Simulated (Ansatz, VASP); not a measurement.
**Si6SnGe57 (Si0.096Ge0.882Sn0.022, diamond-type random alloy): VASP beside Ansatz**

Wanted: the spread between two codes on one cell, functional and k mesh. The cell is invented: As first built, before any earlier steps moved the atoms (in the runner's words): 2x2x2 conventional cells of the Ge type (64 atoms: 6 Si, 57 Ge, 1 Sn); Ge/Si/Sn share their sites, the best of 600 random draws by like-pair counts in two shells; start lattice by linear mixing of the end members' cells; atoms moved at random by 0.02 A. It may not be a known or stable phase. The structure shown is the end of the Ansatz relaxation below.

Calculated with Ansatz 0.2.0; plane waves, with VASP 6.6.1 beside it; single point at PBE with D3(BJ).

## (1) The structure

The cell holds 64 atoms: 6 Si, 57 Ge and 1 Sn. Cell: a = 11.363 Å, b = 11.363 Å, c = 11.364 Å, α = 90.0°, β = 90.0°, γ = 90.0°. It derives from Ge (Ge type, space group 227), repeated 2×2×2. As first built, before any earlier steps moved the atoms (in the runner's words): 2x2x2 conventional cells of the Ge type (64 atoms: 6 Si, 57 Ge, 1 Sn); Ge/Si/Sn share their sites, the best of 600 random draws by like-pair counts in two shells; start lattice by linear mixing of the end members' cells; atoms moved at random by 0.02 A.

## (2) Ansatz: relaxation, PBE with D3(BJ)

Ansatz runs on its default PAW (the set named soft_2) files.

This run makes the geometry at which the two programs are then compared.

The input, input.yaml:

```yaml
crystal:
  lattice:
    - [11.48236, -0.00059, -0.00057]
    - [-0.00059, 11.48255, 0.00058]
    - [-0.00057, 0.00058, 11.48303]
  atoms:
    - { symbol: Si, position: [0.37254, 0.37659, 0.3783] }
    - { symbol: Si, position: [0.12252, 0.87435, 0.62329] }
    - { symbol: Si, position: [0.25205, 0.49832, 0.4981] }
    - { symbol: Si, position: [0.87677, 0.87417, 0.37731] }
    - { symbol: Si, position: [0.63176, 0.61869, 0.86725] }
    - { symbol: Si, position: [0.8761, 0.62634, 0.62376] }
    - { symbol: Ge, position: [0.99793, 0.99786, 0.25277] }
    - { symbol: Ge, position: [0.12447, 0.37416, 0.12558] }
    - { symbol: Ge, position: [0.9999, 0.25018, 0.99977] }
    - { symbol: Ge, position: [0.12482, 0.12444, 0.37567] }
    - { symbol: Ge, position: [0.2479, 0.00214, 0.00029] }
    - { symbol: Ge, position: [0.25168, 0.25237, 0.25337] }
    - { symbol: Ge, position: [0.37486, 0.12618, 0.12592] }
    - { symbol: Ge, position: [0.00184, 0.99741, 0.74755] }
    - { symbol: Ge, position: [0.12734, 0.37811, 0.62188] }
    - { symbol: Ge, position: [0.00061, 0.25077, 0.49987] }
    - { symbol: Ge, position: [0.1239, 0.12588, 0.87381] }
    - { symbol: Ge, position: [0.24705, 0.99757, 0.50225] }
    - { symbol: Ge, position: [0.37566, 0.37594, 0.87495] }
    - { symbol: Ge, position: [0.24996, 0.25163, 0.74921] }
    - { symbol: Ge, position: [0.37419, 0.12617, 0.62328] }
    - { symbol: Ge, position: [0.00021, 0.50051, 0.25055] }
    - { symbol: Ge, position: [0.12414, 0.87474, 0.12591] }
    - { symbol: Ge, position: [0.99991, 0.75014, 0.99984] }
    - { symbol: Ge, position: [0.12562, 0.62343, 0.37939] }
    - { symbol: Ge, position: [0.24768, 0.4987, 0.99955] }
    - { symbol: Ge, position: [0.37422, 0.87506, 0.37568] }
    - { symbol: Ge, position: [0.24789, 0.74923, 0.25258] }
    - { symbol: Ge, position: [0.36912, 0.61845, 0.13141] }
    - { symbol: Ge, position: [0.99871, 0.50273, 0.74609] }
    - { symbol: Ge, position: [0.99825, 0.75143, 0.50244] }
    - { symbol: Ge, position: [0.12415, 0.62591, 0.8735] }
    - { symbol: Ge, position: [0.36832, 0.88053, 0.86758] }
    - { symbol: Ge, position: [0.24531, 0.75165, 0.74426] }
    - { symbol: Ge, position: [0.37279, 0.62292, 0.62247] }
    - { symbol: Ge, position: [0.49979, 0.00187, 0.25194] }
    - { symbol: Ge, position: [0.62374, 0.37593, 0.12523] }
    - { symbol: Ge, position: [0.49983, 0.25021, 1.0] }
    - { symbol: Ge, position: [0.62449, 0.12665, 0.37598] }
    - { symbol: Ge, position: [0.75211, 0.00158, 0.99959] }
    - { symbol: Ge, position: [0.87494, 0.37593, 0.37549] }
    - { symbol: Ge, position: [0.74982, 0.251, 0.24991] }
    - { symbol: Ge, position: [0.87588, 0.12553, 0.12557] }
    - { symbol: Ge, position: [0.50017, 0.00191, 0.74727] }
    - { symbol: Ge, position: [0.62504, 0.37534, 0.6238] }
    - { symbol: Ge, position: [0.49718, 0.2532, 0.49804] }
    - { symbol: Ge, position: [0.62483, 0.12506, 0.87492] }
    - { symbol: Ge, position: [0.75183, 0.99784, 0.49797] }
    - { symbol: Ge, position: [0.87563, 0.37541, 0.87371] }
    - { symbol: Ge, position: [0.75004, 0.24932, 0.74907] }
    - { symbol: Ge, position: [0.87591, 0.12399, 0.62417] }
    - { symbol: Ge, position: [0.49733, 0.49644, 0.2552] }
    - { symbol: Ge, position: [0.63181, 0.88085, 0.13153] }
    - { symbol: Ge, position: [0.62552, 0.6253, 0.37575] }
    - { symbol: Ge, position: [0.74923, 0.50072, 0.9978] }
    - { symbol: Ge, position: [0.75422, 0.75233, 0.25459] }
    - { symbol: Ge, position: [0.87461, 0.62591, 0.12514] }
    - { symbol: Ge, position: [0.50167, 0.50068, 0.7494] }
    - { symbol: Ge, position: [0.62575, 0.87333, 0.62479] }
    - { symbol: Ge, position: [0.49924, 0.74947, 0.49987] }
    - { symbol: Ge, position: [0.75261, 0.50278, 0.50216] }
    - { symbol: Ge, position: [0.87491, 0.8737, 0.87368] }
    - { symbol: Ge, position: [0.75214, 0.74512, 0.74765] }
    - { symbol: Sn, position: [0.50227, 0.74786, 0.99776] }
kpoints:
  mp_grid: { grid: [2, 2, 2], shift: [0.5, 0.5, 0.5] }
hamiltonian:
  xc: pbe
  dispersion: d3bj
scf:
  occupations: { method: fermi_dirac, width: 0.01 }
output:
  forces: true
  stress: true
relax:
  f_tol: 0.02
  max_steps: 25
  cell: { stress_tol: 0.1 }
```

Run with:

```sh
$ ansatz run input.yaml --threads 32 --pin off --max-ram 143360MiB --backend cuda --events-out ev --progress --plain --runs-dir out
```

Numbers of over 12 decimals in the logs are rounded to 6 here.

What it wrote:

```text
Engine: ansatz 0.2.0, aarch64-unknown-linux-gnu
Pseudopotentials: kind: paw
Pseudopotential: Si, paw, valence charge 4, recommended cutoff 420 eV (normal), Si.paw.azcp
Pseudopotential: Ge, paw, valence charge 14, recommended cutoff 420 eV (normal), Ge.paw.azcp
Pseudopotential: Sn, paw, valence charge 14, recommended cutoff 420 eV (normal), Sn.paw.azcp
device memory: the entry about to start is reckoned to put 19.8 GiB on a device that reports 182.5 GiB free
GPU FFT provider: cuFFT
GPU libraries: cuBLAS 13.8.1, cuFFT 12.4.0, cuSOLVER 12.3.2
GPU matrix products: emulated (plane waves: as basis.precision tells), large ones in fixed point in workspaces of 1.00 GiB
Crystal: 64 atoms, lattice volume = 1514.000 Å³
Basis set: ecut = 420 eV, 29423 PW (Γ), exchange–correlation on 160×160×160 points (8 copies of the dense FFT grid, shifted against one another)
Bands: 502, of which v1, the nominal top of the filled ones, is band 418 counted from 1 (417 counted from 0)
k-points: 4 of 8 (time reversal used)
GPU buffer pool allocated for 512000 grid points (all kernels)
GPU transforms: local potential and band sums: pruned to the plane-wave sphere, on 80×80×80
relax step   1: F+E_penalty+E_count = -254670.44087096 eV  Δ(F+E_penalty+E_count) = +0.000e0 eV  max|allowed force component| = 9.183e-3 eV/Å  Δτ_max = 0.0000 Å  P = -1.900 GPa  Ω = 1514.000 Å³  (9 SCF iters, dr2 threshold 1.00e-7 eV, accepted)
[...]
relax step   2: F+E_penalty+E_count = -254670.73016799 eV  Δ(F+E_penalty+E_count) = -2.893e-1 eV  max|allowed force component| = 8.678e-2 eV/Å  Δτ_max = 0.0124 Å  P = -0.053 GPa  Ω = 1468.541 Å³  energy of the carried Pulay correction = +7.264e-3 eV  (6 SCF iters, dr2 threshold 6.40e-6 eV, accepted)
[...]
relax step   3: F+E_penalty+E_count = -254670.73407507 eV  Δ(F+E_penalty+E_count) = -3.907e-3 eV  max|allowed force component| = 4.256e-2 eV/Å  Δτ_max = 0.0210 Å  P = +0.017 GPa  Ω = 1466.803 Å³  energy of the carried Pulay correction = +7.546e-3 eV  (6 SCF iters, dr2 threshold 4.71e-7 eV, accepted)
[...]
relax step   4: F+E_penalty+E_count = -254670.73526341 eV  Δ(F+E_penalty+E_count) = -1.188e-3 eV  max|allowed force component| = 2.764e-3 eV/Å  Δτ_max = 0.0069 Å  P = +0.000 GPa  Ω = 1467.234 Å³  energy of the carried Pulay correction = +7.476e-3 eV  (6 SCF iters, dr2 threshold 1.13e-7 eV, accepted)
[...]
relax step   5: F+E_penalty+E_count = -254670.72789576 eV  Δ(F+E_penalty+E_count) = +7.368e-3 eV  max|allowed force component| = 2.735e-3 eV/Å  Δτ_max = 0.0000 Å  P = +0.000 GPa  Ω = 1467.234 Å³  stress off target by 1.85e-3 GPa  SCF on the basis re-selected at this cell (its energy is not comparable with the rows above)  (5 SCF iters)
basis re-selected at this cell: Δ(F+E_penalty+E_count) = +7.368e-3 eV, ΔP = +0.000 GPa vs the last step (what re-selecting the basis moved, of the pressure what is left beyond the Pulay correction that the steps carried, after the strain that the cell walked since its last selection, with what the two solves' SCF thresholds leave and, on support functions, any second-order correction that the steps lacked; it is no m [...]
SCF converged after 5 iterations
Free energy (F): -254670.727896 eV
Internal energy: -254670.727896 eV  (E = F + TS)
E sigma→0 (E₀):  -254670.727896 eV
Fermi energy:    8.186547 eV
--- Forces (eV/Å), atoms counted from 1 ---
  max |Σ_I F_I| component: 1.06e-6 eV/Å
--- Stress (GPa, compression-positive) ---
        0.000241      -0.000706      -0.000967
       -0.000706       0.000487       0.000944
       -0.000967       0.000944      -0.000495
  P = ⅓ Tr σ = 0.0001 GPa (0.001 kbar)
--- Band table (eV) ---
--- Relaxed structure (4 steps of the walk, 4 accepted, 1 SCFs on fresh bases) ---
  F+E_penalty+E_count = -254670.72789576 eV   max|allowed force component| = 2.735e-3 eV/Å   (the final SCF, on the basis selected at the relaxed cell)
  cell:  # Å, volume = 1467.2337 Å³
    - [11.362812, -0.00047141, -0.000472949]
    - [-0.000471411, 11.362998, 0.000440797]
    - [-0.000472933, 0.000440778, 11.363721]
  atoms:
    [... one line an atom ...]
```

## (3) VASP: single point, PBE with D3(BJ)

The same cell, functional, mesh and smearing now go to VASP, with its own data sets.

Lines of VASP's logs that name or quote its potential files are left out, and so is its time.

The input, INCAR:

```
SYSTEM = Si6SnGe57
PREC = Accurate
ENCUT = 410
EDIFF = 1E-06
NELM = 120
ISMEAR = -1
SIGMA = 0.01
LREAL = Auto
ALGO = Normal
GGA = PE
IVDW = 12
NBANDS = 488
LORBIT = 11
LWAVE = .FALSE.
LCHARG = .FALSE.
ISIF = 2
ISYM = 0
LASPH = .TRUE.
GGA_COMPAT = .FALSE.
EFERMI = MIDGAP
KPAR = 4
```

The input, POSCAR:

```
Si6SnGe57
1.0
   11.3628120000     -0.0004710000     -0.0004730000
   -0.0004710000     11.3629980000      0.0004410000
   -0.0004730000      0.0004410000     11.3637210000
Si Ge Sn
6 57 1
Direct
    0.3725900000      0.3765000000      0.3782100000
    0.1225400000      0.8743200000      0.6232400000
    0.2519800000      0.4984200000      0.4981300000
    0.8768000000      0.8741600000      0.3773000000
    0.6318900000      0.6185900000      0.8671300000
    0.8761500000      0.6263500000      0.6237100000
    0.9979300000      0.9978900000      0.2527000000
    0.1244900000      0.3741300000      0.1256000000
    0.9998600000      0.2502000000      0.9998000000
    0.1248700000      0.1244300000      0.3755900000
    0.2478500000      0.0022000000      0.0003500000
    0.2516800000      0.2523400000      0.2533000000
    0.3748300000      0.1261700000      0.1258900000
    0.0018300000      0.9974100000      0.7476100000
    0.1272900000      0.3780800000      0.6219900000
    0.0006100000      0.2507600000      0.4998900000
    0.1238300000      0.1259200000      0.8737900000
    0.2471300000      0.9976000000      0.5022400000
    0.3756800000      0.3759500000      0.8749200000
    0.2499700000      0.2515800000      0.7492300000
    0.3742200000      0.1261800000      0.6232300000
    0.0002500000      0.5005700000      0.2505200000
    0.1241700000      0.8747700000      0.1258800000
    0.9999000000      0.7501400000      0.9998400000
    0.1254900000      0.6235000000      0.3794400000
    0.2476700000      0.4986800000      0.9994900000
    0.3742300000      0.8750600000      0.3756800000
    0.2477900000      0.7493000000      0.2526500000
    0.3690400000      0.6184000000      0.1315300000
    0.9987200000      0.5026900000      0.7461800000
    0.9982700000      0.7514200000      0.5023500000
    0.1242200000      0.6258900000      0.8735400000
    0.3681700000      0.8806200000      0.8675300000
    0.2453800000      0.7515200000      0.7442700000
    0.3728200000      0.6229300000      0.6225600000
    0.4996900000      0.0019200000      0.2520100000
    0.6237600000      0.3759900000      0.1251900000
    0.4998200000      0.2502300000      0.0000000000
    0.6245400000      0.1266500000      0.3760800000
    0.7521500000      0.0015800000      0.9995100000
    0.8749000000      0.3759300000      0.3754700000
    0.7497900000      0.2509700000      0.2498800000
    0.8759000000      0.1255200000      0.1255900000
    0.5002200000      0.0019100000      0.7472600000
    0.6250300000      0.3752800000      0.6237500000
    0.4972300000      0.2531500000      0.4980500000
    0.6248000000      0.1250500000      0.8749700000
    0.7517700000      0.9978400000      0.4979700000
    0.8756800000      0.3754000000      0.8737100000
    0.7500100000      0.2493500000      0.7491000000
    0.8758800000      0.1239700000      0.6242000000
    0.4974600000      0.4964200000      0.2551700000
    0.6318800000      0.8809700000      0.1316700000
    0.6254800000      0.6252600000      0.3756700000
    0.7493400000      0.5006300000      0.9979100000
    0.7542000000      0.7521900000      0.2545800000
    0.8745600000      0.6258700000      0.1251200000
    0.5015500000      0.5006400000      0.7493100000
    0.6257800000      0.8733700000      0.6248400000
    0.4992600000      0.7494700000      0.4999200000
    0.7525300000      0.5027600000      0.5021500000
    0.8748800000      0.8737200000      0.8736600000
    0.7522000000      0.7453100000      0.7476000000
    0.5022800000      0.7479000000      0.9977800000
```

The input, KPOINTS:

```
Points of the shifted mesh
8
Reciprocal
 0.2500000000  0.2500000000  0.2500000000 1
 0.2500000000  0.2500000000  0.7500000000 1
 0.2500000000  0.7500000000  0.2500000000 1
 0.2500000000  0.7500000000  0.7500000000 1
 0.7500000000  0.2500000000  0.2500000000 1
 0.7500000000  0.2500000000  0.7500000000 1
 0.7500000000  0.7500000000  0.2500000000 1
 0.7500000000  0.7500000000  0.7500000000 1
```

Potentials, in the order of the species: Si, Ge_d and Sn_d (PBE family, release 64).

Run with:

```sh
$ mpirun -np 8 vasp_std
```

What it wrote:

```text
[banner, memory and clock lines left out]
running    8 mpi-ranks, on    1 nodes
[...]
|                                                                             |
|           W    W    AA    RRRRR   N    N  II  N    N   GGGG   !!!           |
|           W    W   A  A   R    R  NN   N  II  NN   N  G    G  !!!           |
|           W    W  A    A  R    R  N N  N  II  N N  N  G       !!!           |
|           W WW W  AAAAAA  RRRRR   N  N N  II  N  N N  G  GGG   !            |
|           WW  WW  A    A  R   R   N   NN  II  N   NN  G    G                |
|           W    W  A    A  R    R  N    N  II  N    N   GGGG   !!!           |
|                                                                             |
|     For optimal performance we recommend to set                             |
|       NCORE = 2 up to number-of-cores-per-socket                            |
|     NCORE specifies how many cores store one orbital (NPAR=cpu/NCORE).      |
|     This setting can greatly improve the performance of VASP for DFT.       |
|     The default, NCORE=1 might be grossly inefficient on modern             |
|     multi-core architectures or massively parallel machines. Do your        |
|     Unfortunately you need to use the default for GW and RPA                |
|     calculations (for HF NCORE is supported but not extensively tested      |
|     yet).                                                                   |
|                                                                             |

 LDA part: xc-table for (Slater+PW92), standard interpolation
 POSCAR, INCAR and KPOINTS ok, starting setup
[...]
entering main loop
       N       E                     dE             d eps       ncg     rms          rms(c)
DAV:   1     0.140532388368E+05    0.14053E+05   -0.27699E+05  8144   0.406E+03
DAV:   2     0.297075208612E+04   -0.11082E+05   -0.10781E+05  7808   0.967E+02
DAV:   3     0.190509170630E+03   -0.27802E+04   -0.26407E+04  8000   0.281E+02
DAV:   4    -0.262524036675E+03   -0.45303E+03   -0.42772E+03  8816   0.112E+02
[...]
DAV:  15    -0.292740343790E+03   -0.66234E-05   -0.61994E-05 13112   0.400E-02    0.380E-03
DAV:  16    -0.292740347830E+03   -0.40393E-05   -0.33390E-05  7488   0.191E-02    0.278E-03
DAV:  17    -0.292740347947E+03   -0.11775E-06   -0.17813E-06  4984   0.188E-02
   1 F= -.31154427E+03 E0= -.31154427E+03  d E =-.571399E-14
```

Parts of OUTCAR (step 3):

```text
 Edisp (eV)  -18.80392

  Total      -3.34610    -3.33117    -3.34372    -0.01064     0.01316    -0.00885
  in kB      -3.65385    -3.63754    -3.65125    -0.01161     0.01438    -0.00966
  external pressure =       -3.65 kB  Pullay stress =        0.00 kB

 POSITION                                       TOTAL-FORCE (eV/Angst)
 -----------------------------------------------------------------------------------
      4.23331      4.27816      4.29786         0.000720      0.001300      0.001691
      1.39169      9.93511      7.08265         0.000345     -0.000043      0.001790
      2.86273      5.66365      5.66071        -0.000791     -0.001555      0.001216
      9.96232      9.93283      4.28750        -0.001999     -0.000075     -0.002416
      7.17935      7.02912      9.85380        -0.001145      0.001943      0.000902
      9.95494      7.11708      7.08753        -0.001392     -0.001854      0.001426
     11.33870     11.33866      2.87158        -0.000139     -0.001076      0.003065
      1.41432      4.25124      1.42739        -0.000846     -0.001615     -0.000302
     11.36063      2.84299     11.36109         0.000567     -0.000270      0.000881
      1.41864      1.41400      4.26810        -0.000046     -0.000899      0.001317
      2.81627      0.02488      0.00386        -0.001798      0.001190      0.000199
      2.85955      2.86733      2.87842         0.000063      0.000464      0.002484
      4.25900      1.43355      1.43046         0.000098      0.001564      0.001160
      0.01997     11.33390      8.49607         0.001541     -0.001419     -0.003355
[...]
-----------------------------------------------------------------------------------
    total drift:                               -0.005534      0.011262     -0.005707

  FREE ENERGIE OF THE ION-ELECTRON SYSTEM (eV)
  ---------------------------------------------------
  free  energy   TOTEN  =      -311.5442658808 eV

  energy  without entropy=     -311.5442658808  energy(sigma->0) =     -311.54426588

[... 2 further parts left out ...]
```

The run ends at a pressure of -0.36 GPa, with forces up to 0.0062 eV/Å.

## (4) Side by side

Known differences besides the potentials themselves: the cutoff is 420 eV in Ansatz and 410 eV in VASP (PREC = Accurate, projectors in real space). Total energies have different zeros and are not compared.

The two programs side by side:

| quantity | Ansatz | VASP | difference |
| --- | --- | --- | --- |
| gap on the k mesh (eV) | 0.660 | 0.663 | -0.004 |

A gap on the mesh is an upper bound, since the band edges may lie between its points.

## (5) Summary of results

```yaml
difference_in_gap_on_the_k_mesh_single_point_pbe_with_d3_bj: -0.0036 eV
```

**Reading.** The difference in gap on the k mesh is -0.0036 eV (single point, PBE with D3(BJ)), within the 0.08 eV picked in this series as the mark of a large difference. How closely two codes agree says nothing of how well the functional describes the real material.

[Lines on the potential files, build, host, timing and source positions are cut from VASP's logs without a mark.]

[Logs are printed without paths, hosts, clocks, repeated set-up lines and the standing remarks that a program may print on its own settings, such as how far it seeks lower states.]

[Hosts, paths, dates, database ids (printed as entryN), source tags and the programs' standing remarks are cut or masked in the printed files.]
